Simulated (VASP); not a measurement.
TiB2:

```
Ti B
1.0
     3.02920    0.00000    0.00000
    -1.51460    2.62336    0.00000
     0.00000    0.00000    3.22840
Ti B
1 2
Cartesian
  0.0000 0.0000 0.0000
  0.0000 1.7489 1.6142
  1.5146 0.8745 1.6142
```

| Item | Value |
| --- | --- |
| Program | VASP 6.6.1 |
| Task | relaxation of cell and atoms |
| Functional | PBE |
| Dispersion | D3(BJ) |
| Potentials or basis | VASP PAW PBE potentials, release 64 (Ti_sv, B) |
| Cutoff | 600 eV |
| k mesh | 15 × 15 × 11 |
| Occupations | methfessel-paxton, width 0.1 eV |
| Spin | no spin polarisation |

At the start: pressure -7.7 GPa; volume 8.55 Å³/atom.

Q: How do energy, volume and symmetry change on relaxing?

A: Over 4 steps the energy falls by 6.5 meV/atom and the volume is 8.29 Å³/atom (-3.0 %); space group P6/mmm (No. 191, to 0.05 Å).

The path:
```csv
step,energy change (eV),largest force (eV/Å),pressure (GPa),volume (Å³)
1,0.0000,0.0000,-7.68,25.66
2,-0.0009,0.0000,8.36,24.16
3,-0.0191,0.0000,0.04,24.89
4,-0.0196,0.0000,-0.04,24.87
```

Final structure:
```
CELL_PARAMETERS angstrom
3.00394 0.00000 0.00000
-1.50197 2.60149 0.00000
0.00000 0.00000 3.18287
ATOMIC_POSITIONS crystal
Ti 0.00000 0.00000 0.00000
B 0.33333 0.66667 0.50000
B 0.66667 0.33333 0.50000
```

Caveat: pairwise dispersion overbinds metals, which lowers pressure and volume.
